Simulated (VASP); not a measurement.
All values below come from PBE GGA, VASP's PBE PAW potentials (set 64) (plane waves; VASP 6.6.1).

A VASP calculation is set up with these files.

INCAR:
```
# general
SYSTEM  = NaI
PREC    = Accurate
ENCUT   = 400
LREAL   = .False.
LASPH   = .True.

# electronic loop
EDIFF   = 1E-6
NELM    = 100
ALGO    = Fast
LMAXMIX = 4

# smearing
ISMEAR  = 0
SIGMA   = 0.05

# functional
GGA     = PE

# ions
ISIF    = 2

# output
LWAVE   = .False.
LCHARG  = .False.
```

### KPOINTS
```
Automatic mesh
0
G
 7 7 7
```

### POSCAR
```
NaI
1
    0.0000000000     3.2350000000     3.2350000000
    3.2350000000     0.0000000000     3.2350000000
    3.2350000000     3.2350000000     0.0000000000
Na I
1 1
Direct
  0.0000000000   0.0000000000   0.0000000000
  0.5000000000   0.5000000000   0.5000000000
```

POTCAR, in this order: Na_pv I (PBE.64 set). Program: vasp_std.

Output of the run:

### OSZICAR
```
       N       E                     dE             d eps       ncg     rms          rms(c)
DAV:   1     0.730164517496E+02    0.73016E+02   -0.59961E+03   440   0.930E+02
DAV:   2     0.606828034677E+00   -0.72410E+02   -0.68124E+02   448   0.219E+02
DAV:   3    -0.528752877408E+01   -0.58944E+01   -0.58587E+01   541   0.668E+01
DAV:   4    -0.544785370833E+01   -0.16032E+00   -0.16020E+00   541   0.117E+01
DAV:   5    -0.545227557444E+01   -0.44219E-02   -0.44216E-02   517   0.190E+00    0.165E+00
RMM:   6    -0.539105329356E+01    0.61222E-01   -0.68387E-02   495   0.151E+00    0.111E+00
RMM:   7    -0.538311366607E+01    0.79396E-02   -0.94906E-02   537   0.154E+00    0.528E-01
RMM:   8    -0.538475593498E+01   -0.16423E-02   -0.56124E-03   478   0.941E-01    0.173E-01
RMM:   9    -0.538455004483E+01    0.20589E-03   -0.12648E-03   572   0.361E-01    0.437E-02
RMM:  10    -0.538458225401E+01   -0.32209E-04   -0.29756E-04   662   0.175E-01    0.512E-02
RMM:  11    -0.538458675089E+01   -0.44969E-05   -0.50601E-05   662   0.756E-02    0.194E-03
RMM:  12    -0.538458745765E+01   -0.70676E-06   -0.52440E-06   521   0.242E-02
   1 F= -.53845875E+01 E0= -.53845875E+01  d E =-.681571E-15
```

**OUTCAR**
```
------------------------ aborting loop because EDIFF is reached ----------------------------------------
  FORCE on cell =-STRESS in cart. coord.  units (eV):
  Direction    XX          YY          ZZ          XY          YZ          ZX
  --------------------------------------------------------------------------------------
  Total        0.1481332      0.1481332      0.1481332      0.0000000      0.0000000     -0.0000000
  in kB        3.5051791      3.5051791      3.5051791      0.0000000      0.0000000     -0.0000000
  external PRESSURE =       3.5051791 kB  Pullay stress =       0.0000000 kB
  volume of cell :       67.71
      direct lattice vectors                 reciprocal lattice vectors
     0.000000000  3.235000000  3.235000000    -0.154559505  0.154559505  0.154559505
     3.235000000  0.000000000  3.235000000     0.154559505 -0.154559505  0.154559505
     3.235000000  3.235000000  0.000000000     0.154559505  0.154559505 -0.154559505
  FREE ENERGIE OF THE ION-ELECTRON SYSTEM (eV)
  ---------------------------------------------------
  free  energy   TOTEN  =        -5.3845874577 eV

  energy  without entropy=       -5.3845874577  energy(sigma->0) =       -5.38458746
```
(Selected blocks of OUTCAR.)

The compound is NaI in the rock salt structure. The cell was not relaxed at this level. The run is one of a series of settings (ALGO = Fast against the base run), some of them coarse on purpose.
